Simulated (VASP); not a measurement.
Ti2TeS, 4 atoms in the cell. The structure is tetragonal, space group I4/mmm (No. 139). Conventional cell: a = 5.730 Å, b = 5.730 Å, c = 5.923 Å, α = 90.00°, β = 90.00°, γ = 90.00°. Ti (site symmetry mmm) is surrounded by 2 Te at 2.86 Å and 2 S at 2.86 Å and 2 Ti at 2.96 Å. Te (site symmetry 4/mmm) is surrounded by 4 Ti at 2.86 Å and 2 S at 2.96 Å. Around S (site symmetry 4/mmm) lie 4 Ti at 2.86 Å and 2 Te at 2.96 Å. The cell was built by a generator and needn't be a form met in nature.

| Quantity | Value |
| --- | --- |
| Program | VASP 6.6.1 |
| Task | relaxation of cell and atoms |
| Functional | PBE |
| Potentials or basis | VASP PAW PBE potentials, release 64 (Ti_sv, Te, S) |
| Cutoff | 520 eV |
| k mesh | 4 × 4 × 4 |
| Occupations | gaussian, width 0.15 eV |
| Spin | no spin polarisation |
| Further INCAR settings | PREC = Normal; ALGO = Fast; EDIFF = 0.0001; IBRION = 2; EDIFFG = -0.08; NSW = 24; ISIF = 3 |

Potentials or basis: VASP PAW PBE potentials, release 64 (Ti_sv, Te, S).

Command:

```console
$ cat potpaw_PBE.64/Ti_sv/POTCAR potpaw_PBE.64/Te/POTCAR potpaw_PBE.64/S/POTCAR > POTCAR
$ mpirun -np 1 vasp_std > vasp.out
```

Hardware: 1 thread of Intel(R) Xeon(R) Platinum 8259CL CPU @ 2.50GHz (Skylake/Cascade Lake) (shared host).

Task: Estimate the wall time of this run.

Result: Run time: 6.3 min on 1 thread of Intel(R) Xeon(R) Platinum 8259CL CPU @ 2.50GHz (Skylake/Cascade Lake) (shared host), peak memory 0.18 GiB. Counts: scf iterations 231, k points 13, ion steps 17.
